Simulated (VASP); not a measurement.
Output of a VASP run:

OUTCAR:
```
 ion  position               nearest neighbor table
   1  0.000  0.000  0.000-
  LATTYP: Found a face centered cubic cell.
 ALAT       =     4.0326826192
 Subroutine PRICEL returns:
 Original cell was already a primitive cell.
 Subroutine GETGRP returns: Found 48 space group operations
The static configuration has the point symmetry O_h .
The dynamic configuration has the point symmetry O_h .
 Subroutine INISYM returns: Found 48 space group operations
 Subroutine IBZKPT returns following result:
 Found    104 irreducible k-points:

 Following reciprocal coordinates:
            Coordinates               Weight
  0.000000  0.000000  0.000000      1.000000
  0.071429  0.000000  0.000000      8.000000
  0.142857  0.000000  0.000000      8.000000
  0.214286  0.000000  0.000000      8.000000
  0.285714  0.000000  0.000000      8.000000
  0.357143  0.000000  0.000000      8.000000
  0.428571  0.000000  0.000000      8.000000
  0.500000  0.000000  0.000000      4.000000
  0.071429  0.071429  0.000000      6.000000
  0.142857  0.071429  0.000000     24.000000
  0.214286  0.071429  0.000000     24.000000
  0.285714  0.071429  0.000000     24.000000
  0.357143  0.071429  0.000000     24.000000
  0.428571  0.071429  0.000000     24.000000
  0.500000  0.071429  0.000000     24.000000
 -0.428571  0.071429  0.000000     24.000000
 -0.357143  0.071429  0.000000     24.000000
 -0.285714  0.071429  0.000000     24.000000
 -0.214286  0.071429  0.000000     24.000000
 -0.142857  0.071429  0.000000     24.000000
 -0.071429  0.071429  0.000000     12.000000
  0.142857  0.142857  0.000000      6.000000
  0.214286  0.142857  0.000000     24.000000
  0.285714  0.142857  0.000000     24.000000
  0.357143  0.142857  0.000000     24.000000
  0.428571  0.142857  0.000000     24.000000
  0.500000  0.142857  0.000000     24.000000
 -0.428571  0.142857  0.000000     24.000000
 -0.357143  0.142857  0.000000     24.000000
 -0.285714  0.142857  0.000000     24.000000
 -0.214286  0.142857  0.000000     24.000000
 -0.142857  0.142857  0.000000     12.000000
  0.214286  0.214286  0.000000      6.000000
  0.285714  0.214286  0.000000     24.000000
  0.357143  0.214286  0.000000     24.000000
  0.428571  0.214286  0.000000     24.000000
  0.500000  0.214286  0.000000     24.000000
 -0.428571  0.214286  0.000000     24.000000
 -0.357143  0.214286  0.000000     24.000000
 -0.285714  0.214286  0.000000     24.000000
   k-points           NKPTS =    104   k-points in BZ     NKDIM =    104   number of bands    NBANDS=      9
   number of dos      NEDOS =    301   number of ions     NIONS =      1
   total plane-waves  NPLWV =   8000
   dimension x,y,z NGX =    20 NGY =   20 NGZ =   20
   dimension x,y,z NGXF=    40 NGYF=   40 NGZF=   40
   ions per type =               1
   PREC   = accura    normal or accurate (medium, high low for compatibility)
   ISTART =      0    job   : 0-new  1-cont  2-samecut
   ICHARG =      2    charge: 1-file 2-atom 10-const
   ISPIN  =      1    spin polarized calculation?
   LNONCOLLINEAR =      F non collinear calculations
   LSORBIT =      F    spin-orbit coupling
   INIWAV =      1    electr: 0-lowe 1-rand  2-diag
   ENCUT  =  480.0 eV  35.28 Ry    5.94 a.u.   5.09  5.09  5.09*2*pi/ulx,y,z
   NELM   =    100;   NELMIN=  2; NELMDL= -5     # of ELM steps
   EDIFF  = 0.1E-06   stopping-criterion for ELM
   LREAL  =      F    real-space projection
   NLSPLINE    = F    spline interpolate recip. space projectors
   LMAXMIX     =    6 max onsite mixed and CHGCAR
   VOSKOWN=      0    Vosko Wilk Nusair interpolation
   EDIFFG = 0.1E-05   stopping-criterion for IOM
   NSW    =      0    number of steps for IOM
   NBLOCK =      1;   KBLOCK =      1    inner block; outer block
   IBRION =     -1    ionic relax: 0-MD 1-quasi-New 2-CG
   NFREE  =      0    steps in history (QN), initial steepest desc. (CG)
...
```

**OSZICAR**
```
       N       E                     dE             d eps       ncg     rms          rms(c)
DAV:   1     0.338801434627E+02    0.33880E+02   -0.52133E+03  1952   0.960E+02
DAV:   2    -0.691711604605E+01   -0.40797E+02   -0.39032E+02  1940   0.176E+02
DAV:   3    -0.734160651766E+01   -0.42449E+00   -0.41950E+00  2324   0.184E+01
DAV:   4    -0.734293627361E+01   -0.13298E-02   -0.13296E-02  2086   0.106E+00
DAV:   5    -0.734294493094E+01   -0.86573E-05   -0.86574E-05  2211   0.810E-02    0.104E+01
DAV:   6    -0.691390577762E+01    0.42904E+00   -0.13108E+00  1906   0.999E+00    0.526E+00
DAV:   7    -0.687909920103E+01    0.34807E-01   -0.13815E-01  2023   0.310E+00    0.238E+00
DAV:   8    -0.687551111114E+01    0.35881E-02   -0.32912E-03  2014   0.583E-01    0.505E-01
DAV:   9    -0.687534115965E+01    0.16995E-03   -0.71208E-05  1959   0.910E-02    0.142E-02
DAV:  10    -0.687534480723E+01   -0.36476E-05   -0.16341E-06  2192   0.104E-02    0.167E-03
DAV:  11    -0.687534496767E+01   -0.16045E-06   -0.75694E-08  1520   0.271E-03    0.122E-03
DAV:  12    -0.687534493461E+01    0.33066E-07   -0.33013E-09   986   0.610E-04
   1 F= -.68753449E+01 E0= -.68754888E+01  d E =0.431733E-03
```

**OUTCAR**
```
------------------------ aborting loop because EDIFF is reached ----------------------------------------
  FORCE on cell =-STRESS in cart. coord.  units (eV):
  Direction    XX          YY          ZZ          XY          YZ          ZX
  --------------------------------------------------------------------------------------
  Total       -2.0717276     -2.0717276     -2.0717276     -0.0000000     -0.0000000      0.0000000
  in kB     -202.4515439   -202.4515439   -202.4515439     -0.0000000     -0.0000000      0.0000000
  external PRESSURE =    -202.4515439 kB  Pullay stress =       0.0000000 kB
  volume of cell :       16.40
      direct lattice vectors                 reciprocal lattice vectors
     0.000000000  2.016341310  2.016341310    -0.247973891  0.247973891  0.247973891
     2.016341310  0.000000000  2.016341310     0.247973891 -0.247973891  0.247973891
     2.016341310  2.016341310  0.000000000     0.247973891  0.247973891 -0.247973891
 POSITION                                       TOTAL-FORCE (eV/Angst)
 -----------------------------------------------------------------------------------
      0.00000      0.00000      0.00000        -0.000000      0.000000      0.000000
 -----------------------------------------------------------------------------------
    total drift:                               -0.000000     -0.000000     -0.000000
  FREE ENERGIE OF THE ION-ELECTRON SYSTEM (eV)
  ---------------------------------------------------
  free  energy   TOTEN  =        -6.8753449346 eV

  energy  without entropy=       -6.8757766673  energy(sigma->0) =       -6.87548885
```
(Selected blocks of OUTCAR.)

File POSCAR:
```
Pt
1
    0.0000000000     2.0163413096     2.0163413096
    2.0163413096     0.0000000000     2.0163413096
    2.0163413096     2.0163413096     0.0000000000
Pt
1
Direct
  0.0000000000   0.0000000000   0.0000000000
```

### Question
Write an INCAR and KPOINTS that could have produced this output.

### Answer
This is not unique; one that fits is the input of the run itself, PBEsol GGA, plane waves, VASP's PBE PAW potentials (set 64).

### INCAR
```
SYSTEM=Pt
PREC=Accurate; ENCUT=480; LREAL=.FALSE.
LASPH=.TRUE.
EDIFF=1E-7; NELM=100; ALGO=Normal
LMAXMIX=6
ISMEAR=1; SIGMA=0.1
GGA=PS
ISIF=2
LWAVE=.FALSE.; LCHARG=.FALSE.
```

**KPOINTS**
```
Automatic mesh
0
Gamma
14 14 14
0 0 0
```

POTCAR, in this order: Pt (PBE.64 set). Program: vasp_std.

The compound is Pt in the fcc structure. This cell was strained or had an atom moved on purpose.
